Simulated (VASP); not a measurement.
Consider the following.

```yaml
crystal:
  lattice:
    - [0.00000, 2.31518, 2.31518]
    - [2.31518, 0.00000, 2.31518]
    - [2.31518, 2.31518, 0.00000]
  atoms:
    - { symbol: Ru, position: [0.00000, 0.00000, 0.00000] }
    - { symbol: B, position: [0.25000, 0.25000, 0.25000] }
```

Computed with PBEsol GGA, VASP's PBE PAW potentials (set 64) (plane waves; VASP). Settings: 520 eV cut-off, Gaussian smearing of 0.050 eV, potentials Ru_pv B.

### Question
Give the energies of bands 4 to 11 at the high-symmetry points, in eV from the Fermi level.

### Answer

```
band      Γ      X      U      L      W
----  -----  -----  -----  -----  -----
4     -9.33  -6.33  -6.32  -7.10  -6.23
5     -4.04  -5.33  -4.65  -3.48  -4.37
6     -4.04  -1.18  -2.06  -3.48  -2.47
7     -4.04  -1.18  -1.95  -3.24  -2.24
8     -0.76  -0.86  -0.55  -0.17  -0.47
9     -0.76   0.20  -0.40  -0.17   0.51
10     8.94   2.90   2.08   1.59   1.56
11     9.48   3.01   3.84   6.75   3.27
```

It has no gap at this level: it comes out as a metal or semimetal.

The structure was generated: RuB was put into the zinc blende type (F-43m), which need not be its known phase. It was relaxed first, which changed the volume by -34 %. The electron count is odd and the run is not spin-polarised, which forces a metal.
